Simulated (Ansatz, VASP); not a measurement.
# Cross-check of Al2O3 (Corundum) between VASP and Ansatz, part 3 of 3

One calculation is typed for both programs; each brings its own data sets. How far apart do they land? The cell is taken from a series of runs on this material, whose earlier steps may have relaxed, scaled, displaced or heated it; both programs get it as it stands.

VASP 6.6.1 and Ansatz 0.2.0.

So far: Set-up; VASP: zone-centre phonons, PBE.

## Step 3: Ansatz: zone-centre phonons, PBE

Level of this step: Ansatz beside VASP: Kohn-Sham DFT, plane waves, PBE (Ansatz).

Ansatz runs on its PAW soft_1 files.

The same cell, functional and mesh now go to Ansatz.

input.yaml reads:

```yaml
crystal:
  lattice:
    - [2.4039957392, 1.3879475871, 4.3738271545]
    - [-2.4039957392, 1.3879475871, 4.3738271545]
    - [0.0, -2.7758951743, 4.3738271545]
  atoms:
    - { symbol: Al, position: [0.3521250386, 0.3521250386, 0.3521250386] }
    - { symbol: Al, position: [0.1478749614, 0.1478749614, 0.1478749614] }
    - { symbol: Al, position: [0.6478749614, 0.6478749614, 0.6478749614] }
    - { symbol: Al, position: [0.8521250386, 0.8521250386, 0.8521250386] }
    - { symbol: O, position: [0.5561570197, 0.9438429803, 0.25] }
    - { symbol: O, position: [0.25, 0.5561570197, 0.9438429803] }
    - { symbol: O, position: [0.9438429803, 0.25, 0.5561570197] }
    - { symbol: O, position: [0.4438429803, 0.0561570197, 0.75] }
    - { symbol: O, position: [0.75, 0.4438429803, 0.0561570197] }
    - { symbol: O, position: [0.0561570197, 0.75, 0.4438429803] }
kpoints:
  mp_grid: { grid: [6, 6, 6] }
hamiltonian:
  xc: pbe
  pseudopotentials: { kind: paw, azcp: { folder: soft_1 } }
scf:
  occupations: { method: fixed }
output:
  eigenvalues: true
phonons:
  method: dfpt
  dielectric: true
  rigid_motions: translations
basis:
  ecutwfc: 340
```

Started as:

```bash
> ansatz run input.yaml --threads 4 --pin off --max-ram 15360MiB --backend cpu --events-out ev --progress --plain --runs-dir out
```

Numbers of over 12 decimals in the logs are rounded to 6 here.

The program printed:

```text
Warning: basis.ecutwfc = 340 eV is below the records' recommended 420 eV, and the density's cutoff is lower with it unless basis.ecutrho_ratio is high enough to keep the records' density cutoff: compare with a run at a higher cutoff
Engine: ansatz 0.2.0, aarch64-unknown-linux-gnu
Pseudopotentials: kind: paw
Pseudopotential: Al, paw, valence charge 3, recommended cutoff 420 eV (normal), soft_1/Al.paw.azcp
Pseudopotential: O, paw, valence charge 6, recommended cutoff 420 eV (normal), soft_1/O.paw.azcp
Functional definition: PBE
  parameter kappa = 0.804
  parameter beta = 0.066725
  exchange = pbe_x(kappa = kappa, mu = beta*pi^2/3)
  correlation = pbe_c(beta = beta)
Crystal: 10 atoms, lattice volume = 87.563 Å³
Basis set: ecut = 340 eV, 1249 PW (Γ), exchange–correlation on 64×64×64 points (8 copies of the dense FFT grid, shifted against one another)
Bands: 34, of which v1, the nominal top of the filled ones, is band 24 counted from 1 (23 counted from 0)
Symmetry: 12 space group operations
k-points: 112 of 216 (irreducible under 1 space group operation, time reversal used)
Non-local potential: Al, projectors of the file, l = 0: 2, l = 1: 2, l = 2: 1
Non-local potential: O, projectors of the file, l = 0: 2, l = 1: 2, l = 2: 1
PAW form: soft (Blöchl's): semilocal exchange-correlation on the pseudo side does not see the compensation charge
PAW one-centre angular grid: Al, 110 points (default); XC on 64 Gauss nodes
PAW one-centre angular grid: O, 110 points (default); XC on 64 Gauss nodes
Initial density: superposition of atomic densities (chi_scale 0.1, normalization cell, long waves kept (reshape's long-wave potential 0.00 eV rms))
Initial wavefunctions: pseudopotential atomic-orbital guess
Functional: x = pbe(κ = 0.804, μ = 0.219515), c = pbe(β = 0.066725)
SCF iter   1: F=—  HF=-5572.606566 eV  |F-HF|=—  |Δ(HF+E_count)|=         —  Δρ=1.25e-1  dr2=1.31e1  ethr=3.10e-3  ⟨swp⟩=5.0  Hψ=14217  notcnv=0  defer=785
preconditioner: auto → Resta (q_TF=auto, 2.468 Å⁻¹)  ε∞=3.3  [insulator: Δε(μ)=6.828 eV  Ē_g=18.145 eV  n_scr=20 (ndim 8)  ℏωp=27.5 eV  f_vac=0.000  ε∞_Penn≈3.3]
SCF iter   2: F=—  HF=-5569.225391 eV  |F-HF|=—  |Δ(HF+E_count)|=    3.38e0  Δρ=4.30e-2  dr2=7.83e-1  ethr=3.10e-3  ⟨swp⟩=2.6  Hψ=8133  notcnv=0  defer=769
SCF iter   3: F=—  HF=-5569.121559 eV  |F-HF|=—  |Δ(HF+E_count)|=   1.04e-1  Δρ=2.18e-2  dr2=2.37e-1  ethr=1.63e-3  ⟨swp⟩=1.8  Hψ=3482  notcnv=0  defer=847
SCF iter   4: F=—  HF=-5569.114592 eV  |F-HF|=—  |Δ(HF+E_count)|=   6.97e-3  Δρ=1.46e-3  dr2=9.68e-4  ethr=4.93e-4  ⟨swp⟩=3.0  Hψ=5823  notcnv=0  defer=896
SCF iter   5: F=—  HF=-5569.116089 eV  |F-HF|=—  |Δ(HF+E_count)|=   1.50e-3  Δρ=1.94e-4  dr2=4.23e-5  ethr=2.02e-6  ⟨swp⟩=2.0  Hψ=5627  notcnv=0  defer=896
SCF iter   6: F=—  HF=-5569.116138 eV  |F-HF|=—  |Δ(HF+E_count)|=   4.95e-5  Δρ=4.84e-5  dr2=2.35e-6  ethr=8.81e-8  ⟨swp⟩=2.0  Hψ=5979  notcnv=0  defer=882
SCF iter   7: F=—  HF=-5569.116140 eV  |F-HF|=—  |Δ(HF+E_count)|=   1.85e-6  Δρ=5.87e-6  dr2=2.17e-8  ethr=4.89e-9  ⟨swp⟩=2.0  Hψ=6160  notcnv=0  defer=563
SCF iter   8: F=—  HF=-5569.116140 eV  |F-HF|=—  |Δ(HF+E_count)|=   2.44e-8  Δρ=1.03e-6  dr2=8.46e-10  ethr=4.51e-11  ⟨swp⟩=2.0  Hψ=5620  notcnv=0  defer=563
SCF iter   9: F=-5569.116140 eV  HF=-5569.116140 eV  |F-HF|=1.36e-11  |Δ(HF+E_count)|=  7.72e-10  Δρ=1.57e-7  dr2=1.70e-11  ethr=1.00e-12  ⟨swp⟩=15.5  Hψ=26834  notcnv=0
SCF 1 converged in 9 iterations: F = -5569.116140 eV  dr2 = 1.70e-11
  greatest PAW one-centre occupation: 0.858 electrons in one spin orbital (limit 2), on the O atom at site 8 (counted from 0), in its partial waves of l = 0
NSCF: frozen V_eff on 6 k-points
DFPT response loops at Γ: preconditioner auto → none (the input reference at scf.mixing.eps_inf says where Resta's filter doesn't serve); β = 0.50; Broyden in place of MSR1
SCF converged after 9 iterations
Free energy (F): -5569.116140 eV
Harris-Foulkes:  -5569.116140 eV  (|F-HF|=1.36e-11)
Internal energy: -5569.116140 eV  (E = F + TS)
E sigma→0 (E₀):  -5569.116140 eV
Fermi energy:    7.331979 eV
--- Per-component energies (eV) ---
  E_band       = 51.140464
  E_kinetic    = 1143.241508
  E_local      = -1991.178732  (includes V_loc(G=0)·N_el)
  E_nonlocal   = 344.237112
  E_hartree    = 756.209763
  E_xc         = -592.691049
  E_vxc        = -681.670849  (∫ρ·V_xc dr)
  E_paw        = -2855.162005  (= ΣΔE_a)
  E_vpaw       = -275.915788  (= ΣTr[D̂ρ^β])
  E_aug_tail   = 0.007662  (compensation charges beyond the density's cutoff)
  E_ewald      = -2373.780400
  E_smearing   = -0.000000  (= −TS)
  E_closure    = -0.000000  (closes the sum)
  Σ components = -5569.116140   (vs F -5569.116140, Δ=0.00e0)
--- Band table (eV; the first three rows and the last of 112) ---
  k-point 0: bands = [... 20 lower, 6.8650, 7.2989, 7.2989, 7.3320, 13.1678, 16.2558, 17.7245, 18.6192, ... 6 higher]
  k-point 1: bands = [... 20 lower, 6.6825, 7.0013, 7.2620, 7.2897, 13.8047, 16.7493, 17.3277, 18.2913, ... 6 higher]
  k-point 2: bands = [... 20 lower, 6.5261, 6.8110, 7.1225, 7.1634, 15.1239, 16.8540, 17.2304, 17.5249, ... 6 higher]
  k-point 111: bands = [... 20 lower, 6.9782, 6.9782, 6.9782, 6.9782, 15.6841, 15.6841, 18.2075, 18.2075, ... 6 higher]
--- Phonons (Γ-DFPT): 5 representative perturbations + reference, on 112 of 216 k-points (Σ response iterations 18) ---
  k mesh reduced under 1 symmetry operation, with k and −k counted as one. Each operation leaves every solved perturbation unchanged. A smaller set is not considered because the run solves the response to a homogeneous field
  ASR residual: 1.996e-5 → 0.000e0 eV/Å²; symmetrization residual: 3.519e-5 eV/Å²
  ASR residual per site (eV/Å²): 2.00e-5 2.00e-5 2.00e-5 2.00e-5 1.65e-5 1.45e-5 1.45e-5 1.65e-5 1.45e-5 1.45e-5
  Γ frequencies (cm⁻¹): 0.00 0.00 0.00 283.16 355.42 355.42 360.62 360.62 371.80 394.06 402.99 402.99 412.65 412.65 423.96 423.96 508.44 534.63 534.63 550.26 550.47 550.47 575.87 601.41 601.41 608.38 662.66 710.03 710.03 714.06
  ε∞ (high-frequency dielectric tensor):
        3.286209    -0.000000     0.000000
        0.000000     3.286209     0.000000
        0.000000     0.000000     3.253309
  ε⁰ (static dielectric tensor: ions relaxed, cell fixed):
       10.192242     0.000000     0.000000
        0.000000    10.192242    -0.000000
        0.000000    -0.000000    12.636432
  ε⁰ − ε∞ (ionic part):
        6.906034     0.000000     0.000000
        0.000000     6.906034    -0.000000
        0.000000    -0.000000     9.383122
  softest optical mode at Γ: 283.16 cm⁻¹; the repairs (sum rule, projections) moved no ω² at Γ by more than (4.31 cm⁻¹)²
  Born effective charges Z* (e; rows j = field, columns β = displacement):
    site 0:
         2.99643   -0.03556   -0.00000
         0.03556    2.99643    0.00000
         0.00000    0.00000    2.96521
    site 1:
         2.99643    0.03556    0.00000
        -0.03556    2.99643    0.00000
        -0.00000    0.00000    2.96521
    site 2:
         2.99643   -0.03556   -0.00000
         0.03556    2.99643    0.00000
         0.00000    0.00000    2.96521
    site 3:
         2.99643    0.03556    0.00000
        -0.03556    2.99643    0.00000
        -0.00000    0.00000    2.96521
    site 4:
        -2.09894    0.00000    0.00000
        -0.00000   -1.89629    0.27789
        -0.00000    0.37453   -1.97681
    site 5:
[...]
site 6:
[...]
site 7:
[...]
site 8:
[...]
site 9:
[...]
Z* charge neutrality: 7.085e-5 e pre-enforcement
  k-mesh period / interband length: 28.8 Å / 1.29 Å = 22.34 at k = (0.0000, 0.0000, 0.0000), direct gap 5.836 eV — 14 or more, which is no proof of convergence
  optical modes at Γ without the LO–TO term, one row a degenerate level:
      ω (cm⁻¹)  modes    IR ((D/Å)²/amu)
[...]
optical modes at Γ + LO–TO along q̂ = [1.0000, 0.0000, 0.0000]:
      ω (cm⁻¹)  modes    IR ((D/Å)²/amu)
[...]
optical modes at Γ + LO–TO along q̂ = [0.0000, 1.0000, 0.0000]:
      ω (cm⁻¹)  modes    IR ((D/Å)²/amu)
[...]
optical modes at Γ + LO–TO along q̂ = [0.0000, 0.0000, 1.0000]:
      ω (cm⁻¹)  modes    IR ((D/Å)²/amu)
[...]
550.47      2             0.0000
        575.87      1             0.0000
        601.41      2             5.7890
        608.38      1             0.0000
        662.66      1             0.0000
        710.03      2             0.0000
        714.06      1             0.0000
        833.20      1            63.1851
```

## Step 4: Differences

Known differences besides the potentials themselves: fixed occupations in Ansatz, narrow Gaussian smearing in VASP; the cutoff is 340 eV in Ansatz and 600 eV in VASP; Ansatz's log warns that its cutoff lies below the recommended one. Total energies have different zeros and are not compared.

Both answers:

```
                                     quantity  Ansatz   VASP  difference
                                        ε∞ xx    3.29   3.27     +0.43 %
                                        ε∞ yy    3.29   3.27     +0.43 %
                                        ε∞ zz    3.25   3.24     +0.47 %
Born charge of Al1 (mean of the diagonal) (e)    2.99   2.97       +0.02
 Born charge of O5 (mean of the diagonal) (e)   -1.99  -1.98       -0.01
```

Zone-centre modes by rising frequency (cm⁻¹; imaginary ones negative):

```
program                                                                                                                                                                                                          modes
 Ansatz     0.0, 0.0, 0.0, 283.2, 355.4, 355.4, 360.6, 360.6, 371.8, 394.1, 403.0, 403.0, 412.6, 412.6, 424.0, 424.0, 508.4, 534.6, 534.6, 550.3, 550.5, 550.5, 575.9, 601.4, 601.4, 608.4, 662.7, 710.0, 710.0, 714.1
   VASP  -0.1, -0.1, -0.1, 286.8, 359.5, 359.5, 363.7, 363.7, 374.9, 396.2, 407.5, 407.5, 416.0, 416.0, 426.3, 426.3, 512.4, 539.3, 539.3, 550.5, 550.5, 552.2, 577.2, 603.8, 603.8, 611.7, 664.2, 715.7, 715.7, 719.4
```

The two lists differ in the order or number of single and degenerate modes, so they aren't paired one by one; the r.m.s. figure in the results sets the two lists side by side in order.

## Step 5: What came out

| Property | Result |
| --- | --- |
| r.m.s. difference of the optical zone-centre modes, each program's sorted by frequency (zone-centre phonons, PBE) | 3.5 cm⁻¹ |

**Reading.** The r.m.s. difference of the optical zone-centre modes, each program's sorted by frequency is 3.5 cm⁻¹ (zone-centre phonons, PBE). Such differences can come from data sets, numerical settings and the points named under the comparisons, not from the functional's error against experiment.

[Lines on the potential files, build, host, timing and source positions are cut from VASP's logs without a mark.]

[Logs are printed without paths, hosts, clocks, repeated set-up lines and the standing remarks that a program may print on its own settings, such as how far it seeks lower states.]

[Hosts, paths, dates, database ids (printed as entryN), source tags and the programs' standing remarks are cut or masked in the printed files.]
